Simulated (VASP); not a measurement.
An input for Ansatz (written as the equivalent of a VASP run, and not itself run):

Ansatz 0.2 input:
```yaml
crystal:
  lattice:
    - [0.0000000, 2.7342687, 2.7342687]
    - [2.7342687, 0.0000000, 2.7342687]
    - [2.7342687, 2.7342687, 0.0000000]
  atoms:
    - { symbol: Si, position: [0.0000000, 0.0000000, 0.0000000] }
    - { symbol: Si, position: [0.2500000, 0.2500000, 0.2500000] }
kpoints:
  mp_grid: { grid: [8, 8, 8] }
hamiltonian:
  xc: pbe
  pseudopotentials: { kind: paw }
scf:
  occupations: { method: gaussian, width: 0.05 }
  max_iter: 100
relax:
  max_steps: 60
  f_tol: 0.01
  cell: {}
output: { forces: true, stress: true, eigenvalues: true }
```

Write the VASP files for the same calculation (PBE).

This is not unique; one that fits is 
KPOINTS:
```
K-points
0
gamma
  8 8 8
```

### INCAR
```
! general
SYSTEM = Si
PREC   = Accurate
ENCUT  = 480   ! plane-wave cut-off (eV)
LREAL  = .FALSE.
LASPH  = .TRUE.   ! aspherical one-centre terms

! electronic loop
EDIFF  = 1E-6
NELM   = 100   ! most electronic steps
ALGO   = Normal   ! blocked Davidson

! smearing
ISMEAR = 0
SIGMA  = 0.05   ! width (eV)

! functional
GGA    = PE   ! PBE

! ions
IBRION = 2   ! conjugate gradients
NSW    = 60   ! most ionic steps
ISIF   = 3   ! ions, shape and volume
EDIFFG = -0.01

! output
LWAVE  = .FALSE.
LCHARG = .FALSE.
```

### POSCAR
```
Si
1
    0.0000000000     2.7342686750     2.7342686750
    2.7342686750     0.0000000000     2.7342686750
    2.7342686750     2.7342686750     0.0000000000
Si
2
Direct
  0.0000000000   0.0000000000   0.0000000000
  0.2500000000   0.2500000000   0.2500000000
```

POTCAR, in this order: Si (PBE.64 set). Program: vasp_std.

What does not carry over: each code has its own PAW files, so the cut-off isn't converted (ENCUT is set for VASP's; basis.ecutwfc is left out, and Ansatz then takes the one that its files recommend); Ansatz stops its SCF on the density residual and VASP on the energy change (EDIFF).

The compound is Si in the diamond structure. It was relaxed first. The start is the result of an earlier pass.
